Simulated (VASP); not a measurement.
GaSb, 2 atoms in the cell. It takes space group F-43m (No. 216, cubic). The conventional cell has a = 6.216 Å, b = 6.216 Å, c = 6.216 Å, α = 90.00°, β = 90.00°, γ = 90.00°. Ga (site symmetry -43m) has 4 Sb at 2.69 Å as nearest neighbours. Sb (site symmetry -43m) has 4 Ga at 2.69 Å as nearest neighbours. 

| Property | Result |
| --- | --- |
| Program | VASP 6.6.1 |
| Task | band structure |
| Functional | PBE |
| Potentials or basis | VASP PAW PBE potentials, release 64 (Ga_d, Sb) |
| Cutoff | 520 eV |
| k mesh | 12 × 12 × 12 |
| Occupations | gaussian, width 0.02 eV |
| Spin | no spin polarisation |
| Further INCAR settings | ALGO = Fast; EDIFF = 1e-07 |

Potentials or basis: VASP PAW PBE potentials, release 64 (Ga_d, Sb).

The run is started by

```console
$ cat potpaw_PBE.64/Ga_d/POTCAR potpaw_PBE.64/Sb/POTCAR > POTCAR
$ mpirun -np 1 vasp_std > vasp.out
```

Hardware: 1 thread of Intel(R) Xeon(R) 6975P-C (Granite Rapids), on a shared host.

Q: How long does it take, and how much memory?

A: Run time: 2.4 min on 1 thread of Intel(R) Xeon(R) 6975P-C (Granite Rapids) (shared host), peak memory 0.28 GiB. Counts: scf iterations 43, k points 72.
